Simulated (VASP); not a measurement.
A VASP calculation is set up with these files.

**INCAR**
```
SYSTEM = Sn3Pt
PREC = Accurate; ENCUT = 300; LREAL = .FALSE.
LASPH = .TRUE.
EDIFF = 1E-6; NELM = 100; ALGO = Normal
LMAXMIX = 6
ISMEAR = -1; SIGMA = 0.1
GGA = PE; GGA_COMPAT = .FALSE.
MAGMOM = 12*0.0; LSORBIT = .TRUE.; LNONCOLLINEAR = .TRUE.
ISIF = 2
LWAVE = .FALSE.; LCHARG = .FALSE.; LORBIT = 11
```

POSCAR:
```
Sn3Pt
4.5415720
 -0.4489452110   0.4489452110   1.0000000000
  0.4489452110  -0.4489452110   1.0000000000
  0.4489452110   0.4489452110  -1.0000000000
Sn Pt
3 1
Cart
  0.0000000000   0.0000000000   1.0000000000
 -0.0000000000   0.4489452110   0.5000000000
  0.4489452110   0.0000000000   0.5000000000
  0.0000000000   0.0000000000   0.0000000000
```

KPOINTS:
```
K-points
0
G
 5 5 5
```

POTCAR, in this order: Sn_d Pt (PBE.64 set). Program: vasp_ncl.

Translate this PBE+SOC calculation to Quantum ESPRESSO's pw.x.

One equivalent input (not run):
```
&CONTROL
  calculation = 'scf'
  pseudo_dir = './pseudo'
  outdir = './out'
  tprnfor = .true.
  tstress = .true.
/
&SYSTEM
  ibrav = 0
  nat = 4
  ntyp = 2
  ecutwfc = 84
  occupations = 'smearing'
  smearing = 'fermi-dirac'
  degauss = 0.00735
  input_dft = 'pbe'
  noncolin = .true.
  lspinorb = .true.
/
&ELECTRONS
  conv_thr = 7.3e-08
  electron_maxstep = 100
/
ATOMIC_SPECIES
  Sn 118.710 Sn.upf
  Pt 195.084 Pt.upf
CELL_PARAMETERS angstrom
    -2.0389170    2.0389170    4.5415720
     2.0389170   -2.0389170    4.5415720
     2.0389170    2.0389170   -4.5415720
ATOMIC_POSITIONS crystal
  Sn   0.5000000  0.5000000  0.0000000
  Sn   0.7500000  0.2500000  0.5000000
  Sn   0.2500000  0.7500000  0.5000000
  Pt   0.0000000  0.0000000  0.0000000
K_POINTS automatic
  5 5 5 0 0 0
```
The two are equivalent in intent, not identical: the potentials are each code's own (VASP's PAW set, PseudoDojo norm-conserving files, fully relativistic, in pw.x), so ENCUT and ecutwfc are chosen apart and not converted; conv_thr bounds pw.x's estimated SCF error, while EDIFF bounds the energy change between steps.

The structure was generated: Sn3Pt was put into an ordered model structure, which need not be its known phase. The cell was not relaxed at this level. The k-mesh is coarse (spacing up to 0.44 per Å, 2π included), so the numbers may not be converged in it. The run is one of a series of settings (GGA_COMPAT = .FALSE., LNONCOLLINEAR = .TRUE., LSORBIT = .TRUE., MAGMOM = 0.0 0.0 0.0 0.0 0.0 0.0 0.0 0.0 0.0 0.0 0.0 0.0, program vasp_ncl against the base run), some of them coarse on purpose.
